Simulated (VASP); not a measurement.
Method: PBE GGA, VASP's PBE PAW potentials (set 64) (plane waves; VASP).

The input files of a VASP run:

### POSCAR
```
NiSi2
1
    0.0000000000     2.7363780000     2.7363780000
    2.7363780000     0.0000000000     2.7363780000
    2.7363780000     2.7363780000     0.0000000000
Si Ni
2 1
Direct
  0.2500000000   0.2500000000   0.2500000000
  0.7500000000   0.7500000000   0.7500000000
  0.0000000000   0.0000000000   0.0000000000
```

### INCAR
```
ALGO = Normal
EDIFF = 1E-6
ENCUT = 300
GGA = PE
ISIF = 2
ISMEAR = -1
LASPH = .TRUE.
LCHARG = .FALSE.
LMAXMIX = 4
LREAL = .FALSE.
LWAVE = .FALSE.
NELM = 100
PREC = Accurate
SIGMA = 0.05
SYSTEM = NiSi2
```

KPOINTS:
```
Automatic mesh
0
Gamma
2 2 2
0 0 0
```

POTCAR, in this order: Si Ni (PBE.64 set). Program: vasp_std.

What VASP printed:

### OUTCAR
```
 ion  position               nearest neighbor table
   1  0.250  0.250  0.250-   3 2.37   3 2.37   3 2.37   3 2.37   2 2.74   2 2.74   2 2.74   2 2.74
                             2 2.74   2 2.74
   2  0.750  0.750  0.750-   3 2.37   3 2.37   3 2.37   3 2.37   1 2.74   1 2.74   1 2.74   1 2.74
                             1 2.74   1 2.74
   3  0.000  0.000  0.000-   2 2.37   2 2.37   2 2.37   1 2.37   2 2.37   1 2.37   1 2.37   1 2.37
  LATTYP: Found a face centered cubic cell.
 ALAT       =     5.4727560000
 Subroutine PRICEL returns:
 Original cell was already a primitive cell.
 Subroutine GETGRP returns: Found 48 space group operations
The static configuration has the point symmetry O_h .
The dynamic configuration has the point symmetry O_h .
 Subroutine INISYM returns: Found 48 space group operations
 Subroutine IBZKPT returns following result:
 Found      3 irreducible k-points:

 Following reciprocal coordinates:
            Coordinates               Weight
  0.000000  0.000000  0.000000      1.000000
  0.500000  0.000000  0.000000      4.000000
  0.500000  0.500000  0.000000      3.000000
   k-points           NKPTS =      3   k-points in BZ     NKDIM =      3   number of bands    NBANDS=     13
   number of dos      NEDOS =    301   number of ions     NIONS =      3
   total plane-waves  NPLWV =  13824
   dimension x,y,z NGX =    24 NGY =   24 NGZ =   24
   dimension x,y,z NGXF=    48 NGYF=   48 NGZF=   48
   ions per type =               2   1
   PREC   = accura    normal or accurate (medium, high low for compatibility)
   ISTART =      0    job   : 0-new  1-cont  2-samecut
   ICHARG =      2    charge: 1-file 2-atom 10-const
   ISPIN  =      1    spin polarized calculation?
   LNONCOLLINEAR =      F non collinear calculations
   LSORBIT =      F    spin-orbit coupling
   INIWAV =      1    electr: 0-lowe 1-rand  2-diag
   ENCUT  =  300.0 eV  22.05 Ry    4.70 a.u.   5.47  5.47  5.47*2*pi/ulx,y,z
   NELM   =    100;   NELMIN=  2; NELMDL= -5     # of ELM steps
   EDIFF  = 0.1E-05   stopping-criterion for ELM
   LREAL  =      F    real-space projection
   NLSPLINE    = F    spline interpolate recip. space projectors
   LMAXMIX     =    4 max onsite mixed and CHGCAR
   VOSKOWN=      0    Vosko Wilk Nusair interpolation
   EDIFFG = 0.1E-04   stopping-criterion for IOM
   NSW    =      0    number of steps for IOM
   NBLOCK =      1;   KBLOCK =      1    inner block; outer block
   IBRION =     -1    ionic relax: 0-MD 1-quasi-New 2-CG
   NFREE  =      0    steps in history (QN), initial steepest desc. (CG)
   ISIF   =      2    stress and relaxation
   ISYM   =      2    0-nonsym 1-usesym 2-fastsym
   TEIN   =    0.0    initial temperature
   TEBEG  =    0.0;   TEEND  =   0.0 temperature during run
   SMASS  =  -3.00    Nose mass-parameter (am)
   PSTRESS=    0.0 pullay stress
   NELECT =      18.0000    total number of electrons
   EFERMI =   0.00;   METHOD = LEGACY
   ISMEAR =    -1;   SIGMA  =   0.05  broadening in eV -4-tet -1-fermi 0-gaus
   IALGO  =     38    algorithm
   LDIAG  =      T    sub-space diagonalisation (order eigenvalues)
   IMIX   =      4    mixing-type and parameters
     AMIX     =   0.40;   BMIX     =  1.00
     AMIX_MAG =   1.60;   BMIX_MAG =  1.00
     AMIN     =   0.10
   GGA     = PE    functional components
   VOSKOWN =     0    Vosko Wilk Nusair interpolation
   LHFCALC =     F    Hartree Fock is set to
   LHFONE  =     F    Hartree Fock one center treatment
   AEXX    =    0.0000 exact exchange contribution
   IVDW    =     0    specifies the selected vdW correction
   LEPSILON=     F    determine dielectric tensor
   LRPA    =     F    only Hartree local field effects (RPA)
  energy-cutoff  :      300.00
  volume of cell :       40.98
      direct lattice vectors                 reciprocal lattice vectors
     0.000000000  2.736378000  2.736378000    -0.182723293  0.182723293  0.182723293
     2.736378000  0.000000000  2.736378000     0.182723293 -0.182723293  0.182723293
...
```

File OSZICAR:
```
       N       E                     dE             d eps       ncg     rms          rms(c)
DAV:   1     0.528089396855E+02    0.52809E+02   -0.53966E+03    78   0.879E+02
DAV:   2    -0.159206906482E+02   -0.68730E+02   -0.63501E+02    78   0.202E+02
DAV:   3    -0.188319800088E+02   -0.29113E+01   -0.28755E+01    98   0.473E+01
DAV:   4    -0.188875097721E+02   -0.55530E-01   -0.55434E-01    88   0.612E+00
DAV:   5    -0.188889793872E+02   -0.14696E-02   -0.14694E-02   103   0.987E-01    0.174E+01
DAV:   6    -0.248607086646E+02   -0.59717E+01   -0.50332E+01    78   0.143E+02    0.259E+01
DAV:   7    -0.164956066867E+02    0.83651E+01   -0.17957E+01    88   0.833E+01    0.446E+00
DAV:   8    -0.162777361418E+02    0.21787E+00   -0.15571E+00    96   0.184E+01    0.304E+00
DAV:   9    -0.163000981407E+02   -0.22362E-01   -0.46115E-01    83   0.113E+01    0.222E+00
DAV:  10    -0.162315507532E+02    0.68547E-01   -0.15298E-01    83   0.701E+00    0.222E-01
DAV:  11    -0.162329506761E+02   -0.13999E-02   -0.53301E-03   109   0.772E-01    0.269E-01
DAV:  12    -0.162329369507E+02    0.13725E-04   -0.19463E-03    83   0.755E-01    0.132E-01
DAV:  13    -0.162328157142E+02    0.12124E-03   -0.13370E-04   103   0.181E-01    0.444E-02
DAV:  14    -0.162328137049E+02    0.20094E-05   -0.93868E-05    88   0.161E-01    0.343E-02
DAV:  15    -0.162328038549E+02    0.98500E-05   -0.24456E-05    93   0.796E-02    0.609E-03
DAV:  16    -0.162328040050E+02   -0.15009E-06   -0.74387E-07    67   0.670E-03
   1 F= -.16232804E+02 E0= -.16224574E+02  d E =-.164610E-01
```

**OUTCAR**
```
------------------------ aborting loop because EDIFF is reached ----------------------------------------
  FORCE on cell =-STRESS in cart. coord.  units (eV):
  Direction    XX          YY          ZZ          XY          YZ          ZX
  --------------------------------------------------------------------------------------
  Total       -0.0742452     -0.0742452     -0.0742452      0.0000000      0.0000000      0.0000000
  in kB       -2.9028227     -2.9028227     -2.9028227      0.0000000      0.0000000      0.0000000
  external PRESSURE =      -2.9028227 kB  Pullay stress =       0.0000000 kB
  volume of cell :       40.98
      direct lattice vectors                 reciprocal lattice vectors
     0.000000000  2.736378000  2.736378000    -0.182723293  0.182723293  0.182723293
     2.736378000  0.000000000  2.736378000     0.182723293 -0.182723293  0.182723293
     2.736378000  2.736378000  0.000000000     0.182723293  0.182723293 -0.182723293
 POSITION                                       TOTAL-FORCE (eV/Angst)
 -----------------------------------------------------------------------------------
      1.36819      1.36819      1.36819        -0.000000     -0.000000     -0.000000
      4.10457      4.10457      4.10457         0.000000      0.000000      0.000000
      0.00000      0.00000      0.00000         0.000000     -0.000000     -0.000000
 -----------------------------------------------------------------------------------
    total drift:                               -0.000000      0.000000      0.000000
  FREE ENERGIE OF THE ION-ELECTRON SYSTEM (eV)
  ---------------------------------------------------
  free  energy   TOTEN  =       -16.2328040050 eV

  energy  without entropy=      -16.2163430484  energy(sigma->0) =      -16.22457353
```
(Selected blocks of OUTCAR.)

### OUTCAR
```
 val. band max:        9.2573407951   @ k =   0.5000   0.5000   0.0000

 cond. band min:       9.4469719844   @ k =   0.0000   0.0000   0.0000


 Fermi energy:         9.3839501509

 k-point     1 :       0.0000    0.0000    0.0000
  band No.  band energies     occupation
      1      -3.5345      2.00000
      2       4.8236      2.00000
      3       4.8236      2.00000
      4       4.8236      2.00000
      5       6.3458      2.00000
      6       6.3458      2.00000
      7       9.4470      0.44180
      8      11.4813      0.00000
      9      11.4813      0.00000
     10      11.4813      0.00000
     11      12.2788      0.00000
     12      12.2788      0.00000
     13      12.2788      0.00000

 k-point     2 :       0.5000    0.0000    0.0000
  band No.  band energies     occupation
      1      -0.3930      2.00000
      2       0.2025      2.00000
      3       5.2169      2.00000
      4       5.2169      2.00000
      5       6.1875      2.00000
      6       6.5085      2.00000
      7       6.5085      2.00000
      8       8.6175      2.00000
      9       8.6175      2.00000
     10      11.6334      0.00000
     11      11.6334      0.00000
     12      11.7375      0.00000
     13      12.2873      0.00000

 k-point     3 :       0.5000    0.5000    0.0000
  band No.  band energies     occupation
      1       0.3273      2.00000
      2       2.1856      2.00000
      3       2.7765      2.00000
      4       5.6167      2.00000
      5       5.6167      2.00000
      6       6.2624      2.00000
      7       6.2624      2.00000
      8       6.4661      2.00000
      9       6.6954      2.00000
     10       9.2573      1.85274
     11      11.3633      0.00000
     12      17.7737      0.00000
     13      17.9977      0.00000
```

At this cut-off the stress carries a Pulay error, which pulls relaxed volumes low.

The structure is a typed NiSi2 crystal. The cell was not relaxed at this level. The k-mesh is coarse (spacing up to 0.99 per Å, 2π included), so the numbers may not be converged in it. The run is one of a series of settings (KPOINTS 2×2×2 Γ-centred mesh against the base run), some of them coarse on purpose. The run is not spin-polarised, so no magnetic state was tried.
